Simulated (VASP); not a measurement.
Computed with PBE GGA, VASP's PBE PAW potentials (set 64) (plane waves; VASP).

VASP ran on this input.

### POSCAR
```
Mg31NO31
1.0
  8.4869590160   0.0000000000   0.0000000000
  0.0000000000   8.4869590160   0.0000000000
  0.0000000000   0.0000000000   8.4869590160
Mg O N
31 31 1
direct
  0.5000000000   0.0000000000   0.0000000000
  0.7500130000   0.2449170000  -0.0027500000
  0.7500000000   0.0000000000   0.2500000000
  0.0000000000   0.0000000000   0.0000000000
  0.2548590000   0.2456430000   0.0002780000
  0.7497320000   0.7484070000   0.0040130000
  0.2500000000   0.0000000000   0.2500000000
  0.5026050000   0.2489670000   0.2548270000
  0.7491270000   0.5015960000   0.2502720000
  0.5000000000   0.0000000000   0.5000000000
  0.7500000000   0.2500000000   0.5000000000
  0.7500000000   0.0000000000   0.7500000000
  0.0000000000   0.5000000000   0.0000000000
  0.2489890000   0.7493840000   0.0032650000
  0.0000000000   0.2500000000   0.2500000000
  0.2544620000   0.4973460000   0.2497120000
  0.5018850000   0.7448840000   0.2483030000
  0.0000000000   0.0000000000   0.5000000000
  0.2500000000   0.2500000000   0.5000000000
  0.5000000000   0.5000000000   0.5000000000
  0.7500000000   0.7500000000   0.5000000000
  0.2500000000   0.0000000000   0.7500000000
  0.5000000000   0.2500000000   0.7500000000
  0.7500000000   0.5000000000   0.7500000000
  0.0000000000   0.7500000000   0.2500000000
  0.0000000000   0.5000000000   0.5000000000
  0.2500000000   0.7500000000   0.5000000000
  0.0000000000   0.2500000000   0.7500000000
  0.2500000000   0.5000000000   0.7500000000
  0.5000000000   0.7500000000   0.7500000000
  0.0000000000   0.7500000000   0.7500000000
  0.7500000000   0.2500000000   0.2500000000
  0.0000000000   0.5000000000   0.2500000000
  0.0000000000   0.2500000000   0.5000000000
  0.2500000000   0.2500000000   0.2500000000
  0.7500000000   0.7500000000   0.2500000000
  0.0000000000   0.0000000000   0.2500000000
  0.5000000000   0.2500000000   0.5000000000
  0.7500000000   0.5000000000   0.5000000000
  0.0000000000   0.7500000000   0.5000000000
  0.7500000000   0.2500000000   0.7500000000
  0.0000000000   0.5000000000   0.7500000000
  0.0000000000   0.2500000000   0.0000000000
  0.2500000000   0.7500000000   0.2500000000
  0.5000000000   0.0000000000   0.2500000000
  0.2500000000   0.5000000000   0.5000000000
  0.5000000000   0.7500000000   0.5000000000
  0.7500000000   0.0000000000   0.5000000000
  0.2500000000   0.2500000000   0.7500000000
  0.5000000000   0.5000000000   0.7500000000
  0.7500000000   0.7500000000   0.7500000000
  0.0000000000   0.0000000000   0.7500000000
  0.5048600000   0.2464080000  -0.0006940000
  0.7519590000   0.5036560000   0.0005900000
  0.0000000000   0.7500000000   0.0000000000
  0.2500000000   0.0000000000   0.5000000000
  0.2500000000   0.7500000000   0.7500000000
  0.5000000000   0.0000000000   0.7500000000
  0.2443460000   0.4972870000  -0.0026460000
  0.5020490000   0.7449090000  -0.0016530000
  0.7500000000   0.0000000000   0.0000000000
  0.2500000000   0.0000000000   0.0000000000
  0.5029740000   0.5020070000   0.2496170000
```

### INCAR
```
SYSTEM = Mg31NO31
PREC = Normal
ENCUT = 400
EDIFF = 1E-5
NELM = 100
ALGO = Fast
LREAL = Auto
LASPH = .TRUE.
ISMEAR = 0
SIGMA = 0.05
GGA = PE
LWAVE = .TRUE.
LCHARG = .FALSE.
NELMIN = 4
ISYM = 0
NELECT = 254.0
ISPIN = 2
NUPDOWN = 2
MAGMOM = 63*0.0317
LORBIT = 10
IBRION = 2
ISIF = 2
NSW = 70
EDIFFG = -0.03
```

**KPOINTS**
```
Regular mesh
0
Gamma
1 1 1
0 0 0
```

POTCAR, in this order: Mg O N (PBE.64 set). Program: vasp_gam.

Output of the run:

**OSZICAR**
```
...
RMM:  14    -0.366876046678E+03   -0.32054E-04   -0.31139E-04   649   0.333E-02    0.740E-02
RMM:  15    -0.366876058162E+03   -0.11485E-04   -0.22317E-04   578   0.261E-02    0.415E-02
RMM:  16    -0.366876059455E+03   -0.12930E-05   -0.53174E-05   493   0.142E-02
   2 F= -.36687606E+03 E0= -.36687044E+03  d E =-.115419E+01  mag=     2.0000
       N       E                     dE             d eps       ncg     rms          rms(c)
DAV:   1    -0.366902590205E+03   -0.26532E-01   -0.83289E+00   744   0.771E+00    0.514E-01
RMM:   2    -0.366911220424E+03   -0.86302E-02   -0.14593E-01   640   0.985E-01    0.312E-01
RMM:   3    -0.366909953776E+03    0.12666E-02   -0.86165E-03   640   0.260E-01    0.193E-01
RMM:   4    -0.366908579658E+03    0.13741E-02   -0.46769E-03   640   0.143E-01    0.153E-01
RMM:   5    -0.366908318446E+03    0.26121E-03   -0.14653E-03   640   0.778E-02    0.162E-01
RMM:   6    -0.366908278679E+03    0.39767E-04   -0.47862E-04   611   0.411E-02    0.147E-01
RMM:   7    -0.366907983477E+03    0.29520E-03   -0.13900E-03   650   0.612E-02    0.814E-02
RMM:   8    -0.366907900685E+03    0.82793E-04   -0.59106E-04   636   0.465E-02    0.153E-01
RMM:   9    -0.366908068164E+03   -0.16748E-03   -0.57505E-04   620   0.421E-02    0.124E-01
RMM:  10    -0.366908107894E+03   -0.39730E-04   -0.45242E-04   632   0.363E-02    0.679E-02
RMM:  11    -0.366908132166E+03   -0.24272E-04   -0.57236E-05   484   0.150E-02    0.776E-02
RMM:  12    -0.366908137629E+03   -0.54633E-05   -0.75168E-04   724   0.440E-02    0.245E-02
RMM:  13    -0.366908151943E+03   -0.14314E-04   -0.23911E-05   413   0.118E-02    0.170E-02
RMM:  14    -0.366908152536E+03   -0.59355E-06   -0.85553E-06   372   0.573E-03
   3 F= -.36690815E+03 E0= -.36690311E+03  d E =-.118628E+01  mag=     2.0000
       N       E                     dE             d eps       ncg     rms          rms(c)
DAV:   1    -0.366988831789E+03   -0.80680E-01   -0.27416E+01   720   0.147E+01    0.124E+00
RMM:   2    -0.367027243813E+03   -0.38412E-01   -0.57005E-01   640   0.197E+00    0.540E-01
RMM:   3    -0.367027106354E+03    0.13746E-03   -0.35590E-02   640   0.528E-01    0.346E-01
RMM:   4    -0.367025006117E+03    0.21002E-02   -0.89497E-03   640   0.213E-01    0.265E-01
RMM:   5    -0.367023905785E+03    0.11003E-02   -0.39987E-03   640   0.139E-01    0.123E-01
RMM:   6    -0.367023746647E+03    0.15914E-03   -0.12088E-03   640   0.681E-02    0.421E-02
RMM:   7    -0.367023744082E+03    0.25655E-05   -0.13633E-04   591   0.280E-02    0.244E-02
RMM:   8    -0.367023748216E+03   -0.41341E-05   -0.59554E-05   508   0.147E-02
   4 F= -.36702375E+03 E0= -.36702337E+03  d E =-.115596E+00  mag=     2.0000
       N       E                     dE             d eps       ncg     rms          rms(c)
DAV:   1    -0.367032102719E+03   -0.83586E-02   -0.10105E+01   744   0.892E+00    0.614E-01
RMM:   2    -0.367045916682E+03   -0.13814E-01   -0.19749E-01   640   0.117E+00    0.269E-01
RMM:   3    -0.367045593790E+03    0.32289E-03   -0.11650E-02   640   0.305E-01    0.174E-01
RMM:   4    -0.367044797893E+03    0.79590E-03   -0.29724E-03   640   0.125E-01    0.121E-01
RMM:   5    -0.367044503473E+03    0.29442E-03   -0.12679E-03   640   0.778E-02    0.515E-02
RMM:   6    -0.367044480555E+03    0.22918E-04   -0.33040E-04   601   0.355E-02    0.255E-02
RMM:   7    -0.367044480904E+03   -0.34917E-06   -0.46778E-05   492   0.153E-02
   5 F= -.36704448E+03 E0= -.36704444E+03  d E =-.136328E+00  mag=     2.0000
       N       E                     dE             d eps       ncg     rms          rms(c)
DAV:   1    -0.367059954187E+03   -0.15474E-01   -0.62134E+00   728   0.713E+00    0.445E-01
RMM:   2    -0.367070097868E+03   -0.10144E-01   -0.12880E-01   640   0.963E-01    0.207E-01
RMM:   3    -0.367069843796E+03    0.25407E-03   -0.74376E-03   640   0.248E-01    0.143E-01
RMM:   4    -0.367069324285E+03    0.51951E-03   -0.19996E-03   640   0.105E-01    0.887E-02
RMM:   5    -0.367069263557E+03    0.60728E-04   -0.67869E-04   640   0.606E-02    0.396E-02
RMM:   6    -0.367069251199E+03    0.12358E-04   -0.15946E-04   592   0.252E-02    0.231E-02
RMM:   7    -0.367069251370E+03   -0.17153E-06   -0.28467E-05   444   0.117E-02
   6 F= -.36706925E+03 E0= -.36706924E+03  d E =-.247705E-01  mag=     2.0000
       N       E                     dE             d eps       ncg     rms          rms(c)
DAV:   1    -0.367069708510E+03   -0.45731E-03   -0.36435E-01   744   0.173E+00    0.107E-01
RMM:   2    -0.367070319210E+03   -0.61070E-03   -0.75952E-03   640   0.234E-01    0.516E-02
RMM:   3    -0.367070303860E+03    0.15350E-04   -0.43962E-04   640   0.604E-02    0.362E-02
RMM:   4    -0.367070271921E+03    0.31939E-04   -0.12465E-04   600   0.263E-02    0.215E-02
RMM:   5    -0.367070269267E+03    0.26543E-05   -0.41112E-05   516   0.149E-02
   7 F= -.36707027E+03 E0= -.36707026E+03  d E =-.257884E-01  mag=     2.0000
       N       E                     dE             d eps       ncg     rms          rms(c)
DAV:   1    -0.367073036893E+03   -0.27650E-02   -0.12565E+00   688   0.319E+00    0.205E-01
RMM:   2    -0.367075222175E+03   -0.21853E-02   -0.23669E-02   640   0.418E-01    0.964E-02
RMM:   3    -0.367075270735E+03   -0.48560E-04   -0.15010E-03   640   0.111E-01    0.686E-02
RMM:   4    -0.367075199683E+03    0.71052E-04   -0.35579E-04   639   0.437E-02    0.428E-02
RMM:   5    -0.367075186636E+03    0.13047E-04   -0.14339E-04   608   0.269E-02    0.153E-02
RMM:   6    -0.367075190872E+03   -0.42355E-05   -0.26620E-05   416   0.105E-02
   8 F= -.36707519E+03 E0= -.36707519E+03  d E =-.492161E-02  mag=     2.0000
       N       E                     dE             d eps       ncg     rms          rms(c)
DAV:   1    -0.367075175021E+03    0.11615E-04   -0.48701E-01   688   0.199E+00    0.127E-01
RMM:   2    -0.367076029105E+03   -0.85408E-03   -0.91929E-03   640   0.260E-01    0.575E-02
RMM:   3    -0.367076047190E+03   -0.18085E-04   -0.57768E-04   640   0.688E-02    0.387E-02
RMM:   4    -0.367076023138E+03    0.24052E-04   -0.13033E-04   606   0.268E-02    0.227E-02
RMM:   5    -0.367076022051E+03    0.10864E-05   -0.46767E-05   531   0.157E-02
   9 F= -.36707602E+03 E0= -.36707602E+03  d E =-.575278E-02  mag=     2.0000
       N       E                     dE             d eps       ncg     rms          rms(c)
DAV:   1    -0.367076636721E+03   -0.61358E-03   -0.76160E-01   704   0.252E+00    0.137E-01
RMM:   2    -0.367077956108E+03   -0.13194E-02   -0.14204E-02   640   0.326E-01    0.647E-02
RMM:   3    -0.367077952998E+03    0.31104E-05   -0.84344E-04   640   0.847E-02    0.484E-02
RMM:   4    -0.367077897112E+03    0.55886E-04   -0.23882E-04   636   0.361E-02    0.293E-02
RMM:   5    -0.367077896772E+03    0.34026E-06   -0.74061E-05   575   0.196E-02
  10 F= -.36707790E+03 E0= -.36707789E+03  d E =-.187472E-02  mag=     2.0000
       N       E                     dE             d eps       ncg     rms          rms(c)
DAV:   1    -0.367077875212E+03    0.21900E-04   -0.90030E-02   776   0.867E-01    0.474E-02
RMM:   2    -0.367078035070E+03   -0.15986E-03   -0.17174E-03   640   0.113E-01    0.225E-02
RMM:   3    -0.367078034627E+03    0.44335E-06   -0.10340E-04   628   0.295E-02    0.165E-02
RMM:   4    -0.367078027445E+03    0.71821E-05   -0.30527E-05   434   0.129E-02
  11 F= -.36707803E+03 E0= -.36707803E+03  d E =-.200539E-02  mag=     2.0000
       N       E                     dE             d eps       ncg     rms          rms(c)
DAV:   1    -0.367078335237E+03   -0.30061E-03   -0.23756E-01   688   0.142E+00    0.722E-02
RMM:   2    -0.367078721824E+03   -0.38659E-03   -0.43878E-03   640   0.183E-01    0.363E-02
RMM:   3    -0.367078714226E+03    0.75979E-05   -0.25313E-04   640   0.469E-02    0.291E-02
RMM:   4    -0.367078694376E+03    0.19850E-04   -0.85592E-05   584   0.216E-02    0.185E-02
RMM:   5    -0.367078693358E+03    0.10182E-05   -0.22551E-05   404   0.107E-02
  12 F= -.36707869E+03 E0= -.36707869E+03  d E =-.665913E-03  mag=     2.0000
```

File OUTCAR:
```
------------------------ aborting loop because EDIFF is reached ----------------------------------------
  FORCE on cell =-STRESS in cart. coord.  units (eV):
  Direction    XX          YY          ZZ          XY          YZ          ZX
  --------------------------------------------------------------------------------------
  Total       -6.6335413     -6.6421858     -9.0745708      3.0504954      0.0052874      0.0059931
  in kB      -17.3860011    -17.4086577    -23.7837516      7.9951137      0.0138580      0.0157075
  external PRESSURE =     -19.5261368 kB  Pullay stress =       0.0000000 kB
  volume of cell :      611.30
      direct lattice vectors                 reciprocal lattice vectors
     8.486959016  0.000000000  0.000000000     0.117827834  0.000000000  0.000000000
     0.000000000  8.486959016  0.000000000     0.000000000  0.117827834  0.000000000
     0.000000000  0.000000000  8.486959016     0.000000000  0.000000000  0.117827834
  FREE ENERGIE OF THE ION-ELECTRON SYSTEM (eV)
  ---------------------------------------------------
  free  energy   TOTEN  =      -367.0786933577 eV

  energy  without entropy=     -367.0786900786  energy(sigma->0) =     -367.07869172

 total charge

# of ion       s       p       d       tot
------------------------------------------
    1        0.158   0.193   0.086   0.436
    2        0.144   0.172   0.074   0.391
    3        0.145   0.174   0.076   0.396
    4        0.146   0.177   0.077   0.401
    5        0.145   0.173   0.075   0.392
    6        0.145   0.173   0.075   0.392
    7        0.145   0.174   0.076   0.396
    8        0.150   0.180   0.078   0.408
    9        0.150   0.180   0.078   0.407
   10        0.146   0.176   0.077   0.398
   11        0.144   0.173   0.075   0.393
   12        0.144   0.173   0.075   0.392
   13        0.158   0.193   0.086   0.436
   14        0.144   0.172   0.074   0.391
   15        0.145   0.174   0.076   0.396
   16        0.150   0.180   0.078   0.407
   17        0.150   0.180   0.078   0.408
   18        0.146   0.176   0.077   0.398
   19        0.144   0.173   0.075   0.393
   20        0.157   0.189   0.083   0.429
   21        0.144   0.173   0.075   0.393
   22        0.144   0.173   0.075   0.392
   23        0.145   0.172   0.074   0.392
   24        0.145   0.172   0.074   0.392
   25        0.145   0.174   0.076   0.396
   26        0.146   0.176   0.077   0.399
   27        0.144   0.173   0.075   0.393
   28        0.144   0.173   0.075   0.392
   29        0.145   0.172   0.074   0.392
   30        0.145   0.172   0.074   0.392
   31        0.144   0.173   0.075   0.391
   32        1.569   3.552   0.000   5.121
   33        1.566   3.578   0.000   5.145
   34        1.566   3.565   0.000   5.131
   35        1.566   3.577   0.000   5.143
   36        1.566   3.577   0.000   5.143
   37        1.567   3.567   0.000   5.134
   38        1.568   3.552   0.000   5.120
   39        1.568   3.552   0.000   5.120
   40        1.566   3.565   0.000   5.131
   41        1.566   3.568   0.000   5.134
   42        1.568   3.557   0.000   5.125
   43        1.566   3.562   0.000   5.128
   44        1.569   3.553   0.000   5.121
   45        1.567   3.578   0.000   5.145
   46        1.568   3.552   0.000   5.120
   47        1.568   3.552   0.000   5.120
   48        1.566   3.565   0.000   5.131
   49        1.566   3.569   0.000   5.135
   50        1.567   3.585   0.000   5.152
   51        1.566   3.569   0.000   5.135
   52        1.566   3.568   0.000   5.134
   53        1.569   3.566   0.000   5.136
   54        1.569   3.567   0.000   5.136
   55        1.566   3.562   0.000   5.128
   56        1.566   3.565   0.000   5.131
   57        1.566   3.568   0.000   5.134
   58        1.568   3.557   0.000   5.125
   59        1.569   3.566   0.000   5.136
   60        1.569   3.566   0.000   5.136
   61        1.566   3.562   0.000   5.128
   62        1.566   3.562   0.000   5.128
   63        1.299   2.249   0.000   3.548
--------------------------------------------------
tot         54.428 118.216   2.371 175.015

 magnetization (x)

# of ion       s       p       d       tot
------------------------------------------
    1        0.000   0.001   0.001   0.002
    2       -0.000  -0.000  -0.000  -0.000
    3       -0.000   0.000   0.000   0.000
    4       -0.000  -0.000  -0.000  -0.000
    5       -0.000  -0.000  -0.000  -0.000
    6       -0.000  -0.000  -0.000  -0.000
    7       -0.000   0.000   0.000   0.000
    8       -0.002   0.001   0.002   0.001
    9       -0.002   0.001   0.002   0.001
   10       -0.000   0.000   0.000   0.000
   11       -0.000  -0.000  -0.000  -0.000
   12       -0.000  -0.000  -0.000  -0.000
   13        0.000   0.001   0.001   0.002
   14       -0.000  -0.000  -0.000  -0.000
   15       -0.000   0.000   0.000   0.000
   16       -0.002   0.001   0.002   0.001
   17       -0.002   0.001   0.002   0.001
   18       -0.000  -0.000   0.000  -0.000
...
```
(Selected blocks of OUTCAR.)

**CONTCAR**
```
Mg31NO31
   1.00000000000000
     8.4869590160000001    0.0000000000000000    0.0000000000000000
     0.0000000000000000    8.4869590160000001    0.0000000000000000
     0.0000000000000000    0.0000000000000000    8.4869590160000001
  Mg              O               N
    31    31     1
Direct
     0.5003095996300303    0.9995268141270273    0.9981671866148926
     0.7432301548324964    0.2566900226094748    0.0008311844347326
     0.7507747156522445    0.9998651112883331    0.2484095324540714
     0.0002820692471965    0.9996073944543472    0.9990088728193807
     0.2557308648056101    0.2550206677322254    0.0000555232398124
     0.7448186686666511    0.7440674219304982    0.0001147440291483
     0.2498639430789315    0.9992571320148150    0.2483573033718689
     0.4963372539463159    0.2438382775959444    0.2437985399886836
     0.7558647296435160    0.5035472391744078    0.2438458755462062
     0.5003008102991975    0.9996030695773229    0.5015700636777750
     0.7486455997443620    0.2513030085041434    0.5001405266872888
     0.7490986664936458    0.9999939206483630    0.7519026114510080
     0.0003480049063459    0.4996000508831346    0.9981738533887212
     0.2573043248704565    0.7425212499712450    0.0007627996076795
     0.0000867205092977    0.2492647692195383    0.2484077254196556
     0.2447858043789821    0.4956810421577989    0.2438169715426626
     0.5042098689373856    0.7552542407944987    0.2439227335251067
     0.0003289372567135    0.9996925496307831    0.5011537900030069
     0.2508975724317098    0.2501854661216699    0.5003642881920077
     0.5002723510166422    0.4996144951316046    0.5068435894187941
     0.7497229943542241    0.7490813475572745    0.5004261107821401
     0.2513783978261154    0.9992489138871553    0.7518373548633351
     0.5000069524382267    0.2571589923343904    0.7585378812397462
     0.7427647570554886    0.4998406460617538    0.7584588266609058
     0.0006076188949752    0.7499882612801885    0.2483558575922188
     0.0002909114194467    0.4996511114198121    0.5015317654157155
     0.2518437389484425    0.7480303094685166    0.5001930228503669
     0.9999025025655184    0.2508117839943166    0.7518436381835315
     0.2577294213773783    0.4992804556942630    0.7584002924174470
     0.5005015604409566    0.7420009347182004    0.7585271818266117
     0.0005968011787362    0.7484649778447959    0.7518423151905607
     0.7484417833224640    0.2514890172389918    0.2504280222675938
     0.0003267127733512    0.4996331943309025    0.2534993479403606
     0.9996681905055474    0.2492630698422191    0.5001135623409473
     0.2473615214043792    0.2466264336393047    0.2503787460335801
     0.7532407816363271    0.7525856389111057    0.2504170892838743
     0.0002909271287542    0.9996248209383137    0.2515086615831629
     0.4998273137359527    0.2501035560933241    0.4968982629850111
     0.7498866419707292    0.5001379574251799    0.4970369111141253
     0.0009004820478830    0.7500629596381592    0.5000946603844184
     0.7492875488093755    0.2505874523934869    0.7498763244755121
     0.0002751161998361    0.4996265618661108    0.7470491224639209
     0.9996130448529171    0.2474810750704913    0.0001947666550205
     0.2521077146531492    0.7477964134691550    0.2504253395145773
     0.5003089644242003    0.9995467497451395    0.2535294229456242
     0.2506755145601948    0.4991661276890608    0.4969794399112855
     0.5007238707037692    0.7491444710405908    0.4969015595321087
     0.7506719097753065    0.0002822223223081    0.5001431775592100
     0.2506010949695528    0.2498902294689417    0.7497663471907298
     0.5002348361731802    0.4996182013941337    0.7376840270572528
     0.7499085900124253    0.7493311242850202    0.7498359989072475
     0.0002404906945744    0.9996583937660202    0.7487700475223391
     0.4996204557136191    0.2345419664275821    0.0014299757630043
     0.7653353380663653    0.5002787654826415    0.0013982361576101
     0.0009917167080812    0.7518076625455824    0.0001626459857821
     0.2499158065301365    0.9990027193683586    0.5001131197664661
     0.2512021682547513    0.7486621042144719    0.7498225485862421
     0.5002416166364619    0.9995540215116336    0.7470764001449890
     0.2353034435173614    0.4989570699146153    0.0013684303827476
     0.5009373381257203    0.7645408354956578    0.0014806709488218
     0.7524842839989777    0.0003454674615919    0.0002303533909485
     0.2480756986227377    0.9988444907509473    0.0001685617731753
     0.5003227666246913    0.4995285484311162    0.2487502569972388
```

At this cut-off the stress carries a Pulay error, which pulls relaxed volumes low. The cell is charged, with a uniform compensating background. The supercell is sampled at Γ alone, which is coarse: total energies, pressure and levels can be off, energies of defects by several tenths of an eV.

The cell is a supercell with a defect, built from MgO (rock salt): N_O-vac_Mg, charge -1.
